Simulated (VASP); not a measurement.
Method: PBEsol GGA, VASP's PBE PAW potentials (set 64) (plane waves; VASP).

The input files of a VASP run:

KPOINTS:
```
kpoints
0
gamma
 8 8 1
```

**INCAR**
```
! general
SYSTEM  = Cu3Au(100) slab
PREC    = Normal
ENCUT   = 400
LREAL   = F
LASPH   = T

! electronic loop
EDIFF   = 1E-5
NELM    = 100
NELMIN  = 4
ALGO    = Normal
LMAXMIX = 6

! smearing
ISMEAR  = 1
SIGMA   = 0.1

! functional
GGA     = PS

! ions
IBRION  = 2
NSW     = 50
ISIF    = 2
EDIFFG  = -0.03

! output
LWAVE   = T
LCHARG  = F

! other
LDIPOL  = T
IDIPOL  = 3
DIPOL   = 0.5 0.5 0.5
```

**POSCAR**
```
Cu3Au(100) slab
1
    3.7161498225     0.0000000000     0.0000000000
    0.0000000000     3.7161498225     0.0000000000
    0.0000000000     0.0000000000    26.0130487572
Cu Au
9 3
Direct
  0.5000000000   0.5000000000   0.3214290000
  0.0000000000   0.5000000000   0.3928570000
  0.5000000000   0.0000000000   0.3928570000
  0.5000000000   0.5000000000   0.4642860000
  0.0000000000   0.5000000000   0.5357140000
  0.5000000000   0.0000000000   0.5357140000
  0.5000000000   0.5000000000   0.6071430000
  0.0000000000   0.5000000000   0.6785710000
  0.5000000000   0.0000000000   0.6785710000
  0.0000000000   0.0000000000   0.3214290000
  0.0000000000   0.0000000000   0.4642860000
  0.0000000000   0.0000000000   0.6071430000
```

POTCAR, in this order: Cu Au (PBE.64 set). Program: vasp_std.

Task: What will the output report for the number of irreducible k-points (NKPTS), largest plane-wave count, number of space-group operations, FFT grid (NGX, NGY, NGZ)?

Result: 
The number of irreducible k-points (NKPTS) is 15, the largest plane-wave count is 6592 and the number of space-group operations is 8. The FFT grid (NGX, NGY, NGZ) is 18 × 18 × 128.

The cell is a thin slab with vacuum, built from Cu3Au (L1_2): (100) face.
